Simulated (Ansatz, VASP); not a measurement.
Two plane-wave programs on TeRu

POSCAR

```
TeRu
1.0
    0.0000000000      2.9448166345      2.9448166345
    2.9448166345      0.0000000000      2.9448166345
    2.9448166345      2.9448166345      0.0000000000
Ru Te
1 1
Direct
    0.0000000000      0.0000000000      0.0000000000
    0.2500000000      0.2500000000      0.2500000000
```

File INCAR.step1:

```
PREC     = Accurate       # precision mode
ENCUT    = 520            # plane-wave cutoff, eV
ISMEAR   = 0              # smearing method
SIGMA    = 0.05           # smearing width, eV
LREAL    = F              # projectors in reciprocal space
LASPH    = T              # aspherical terms in the spheres
NELM     = 100            # most SCF steps
NBANDS   = 17             # bands
GGA      = PE             # functional
ALGO     = Normal         # electronic algorithm
EDIFF    = 1E-4           # SCF threshold, eV
LWAVE    = T              # write WAVECAR
LCHARG   = F              # write CHGCAR
```

INCAR.step2

```
PREC     = Accurate       # precision mode
ENCUT    = 520            # plane-wave cutoff, eV
EDIFF    = 1E-7           # SCF threshold, eV
ISMEAR   = 0              # smearing method
SIGMA    = 0.05           # smearing width, eV
LREAL    = F              # projectors in reciprocal space
LASPH    = T              # aspherical terms in the spheres
NELM     = 100            # most SCF steps
ALGO     = Normal         # electronic algorithm
ISIF     = 2              # what is computed and relaxed
LWAVE    = F              # write WAVECAR
LCHARG   = T              # write CHGCAR
METAGGA  = R2SCAN         # meta-GGA
LMIXTAU  = T            
LELF     = T              # ELF
LVHAR    = T            
NBANDS   = 17             # bands
ISTART   = 1
```

KPOINTS

```
regular mesh
0
Gamma
  10 10 10
```

Input for Ansatz:

```yaml
crystal:
  lattice:
    - [0.0, 2.9448166345, 2.9448166345]
    - [2.9448166345, 0.0, 2.9448166345]
    - [2.9448166345, 2.9448166345, 0.0]
  atoms:
    - { symbol: Ru, position: [0.0, 0.0, 0.0] }
    - { symbol: Te, position: [0.25, 0.25, 0.25] }
basis:
  ecutwfc: 500
  ecutrho_ratio: 4
kpoints:
  mp_grid: { grid: [10, 10, 10] }
hamiltonian:
  xc: r2scan
scf:
  occupations: { method: gaussian, width: 0.05 }
output:
  forces: true
  stress: true
  eigenvalues: true
```

Alike in both runs: task single point; functional r2SCAN; k mesh 10 × 10 × 10; occupations gaussian, width 0.05 eV; no spin polarisation.

|  | VASP | Ansatz |
| --- | --- | --- |
| version | VASP 6.6.1 | Ansatz 0.2.0 |
| potentials or method | VASP PAW PBE potentials, release 64 (Ru_pv, Te) | scalar-relativistic, plane waves, PAW |
| plane-wave cutoff (eV) | 520 | 500 |
| valence electrons in the cell | 20 | 32 |

VASP gave:

| Property | Result |
| --- | --- |
| gap on the k mesh at the Fermi level (eV) | none |
| pressure (GPa) | -2.1 |

Problem. Estimate Ansatz's values.

Solution. gap on the k mesh at the Fermi level (eV): none; pressure (GPa): -2.0.

A gap of «none» marks a metal or a gap that the smearing closes. The two sets of potentials don't hold the same shells in valence.

Caveats: the PAW data sets were made with another functional, which shifts forces and pressure a little (VASP). The runs have no spin-orbit coupling, so splittings on Te are missing.
